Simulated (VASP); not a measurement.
An input for Ansatz (written as the equivalent of a VASP run, and not itself run):

Ansatz 0.2 input:
```yaml
crystal:
  lattice:
    - [4.2900000, 0.0000000, 0.0000000]
    - [0.0000000, 4.2900000, 0.0000000]
    - [0.0000000, 0.0000000, 4.2900000]
  atoms:
    - { symbol: Cs, position: [0.0000000, 0.0000000, 0.0000000] }
    - { symbol: Br, position: [0.5000000, 0.5000000, 0.5000000] }
kpoints:
  mp_grid: { grid: [6, 6, 6] }
hamiltonian:
  xc: pbe
  dispersion: d4
  pseudopotentials: { kind: paw }
scf:
  occupations: { method: gaussian, width: 0.05 }
  max_iter: 100
relax:
  max_steps: 60
  f_tol: 0.01
  cell: {}
output: { forces: true, stress: true, eigenvalues: true }
```

**Question.** Translate this input to VASP (INCAR, KPOINTS, POSCAR, choice of POTCAR).

**Answer.** This is not unique; one that fits is 
**POSCAR**
```
CsBr
1.0
  4.2900000000   0.0000000000   0.0000000000
  0.0000000000   4.2900000000   0.0000000000
  0.0000000000   0.0000000000   4.2900000000
Cs Br
1 1
Cart
  0.0000000000   0.0000000000   0.0000000000
  2.1450000000   2.1450000000   2.1450000000
```

### INCAR
```
LCHARG  =  F
EDIFF  =  1E-6
LREAL  =  F
SIGMA  =  0.05   ! width (eV)
LWAVE  =  F
ISMEAR  =  0   ! Gaussian
IVDW  =  13
SYSTEM  =  CsBr
NSW  =  60
LASPH  =  T   ! aspherical one-centre terms
ISIF  =  3   ! ions, shape and volume
GGA  =  PE   ! PBE
EDIFFG  =  -0.01   ! ionic stop
PREC  =  Accurate
ALGO  =  Normal   ! blocked Davidson
NELM  =  100   ! most electronic steps
ENCUT  =  520   ! plane-wave cut-off (eV)
IBRION  =  2   ! conjugate gradients
LMAXMIX  =  4
```

**KPOINTS**
```
Automatic mesh
0
Gamma
6 6 6
0 0 0
```

POTCAR, in this order: Cs_sv Br (PBE.64 set). Program: vasp_std.

Limits of the translation: each code has its own PAW files, so the cut-off isn't converted (ENCUT is set for VASP's; basis.ecutwfc is left out, and Ansatz then takes the one that its files recommend); Ansatz stops its SCF on the density residual and VASP on the energy change (EDIFF).

The compound is CsBr in the CsCl type structure. This run relaxes it. Symmetry was kept, so distortions that lower it aren't found.
